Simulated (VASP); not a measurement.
Energy against volume of CoSi2 (fluorite). Computed with SCAN meta-GGA, VASP's PBE PAW potentials (set 64) (plane waves; VASP 6.6.1). Numerical set-up: 520 eV cut-off, 10×10×10 Γ-centred mesh, first-order Methfessel-Paxton smearing of 0.10 eV, potentials Co Si.

```json
[
 {"V (Å³/atom)": "12.042", "E (eV/atom)": "-12.82470"},
 {"V (Å³/atom)": "12.414", "E (eV/atom)": "-12.83133"},
 {"V (Å³/atom)": "12.787", "E (eV/atom)": "-12.82425"},
 {"V (Å³/atom)": "13.159", "E (eV/atom)": "-12.80558"}
]
```

### Question
Fit these four points and predict the energy of the run at 11.669 Å³/atom.

### Answer
A cubic in V^(−2/3), the third-order Birch-Murnaghan form, passes through the four points with V0 = 12.40 Å³/atom and B0 = 197 GPa, and gives -12.8019 eV/atom there. The run gave -12.8018 eV/atom, +0.1 meV/atom from the fit; all five points give B0 = 197 GPa.

The compound is CoSi2 in the fluorite structure. It was relaxed first. The run is not spin-polarised, so no magnetic state was tried.
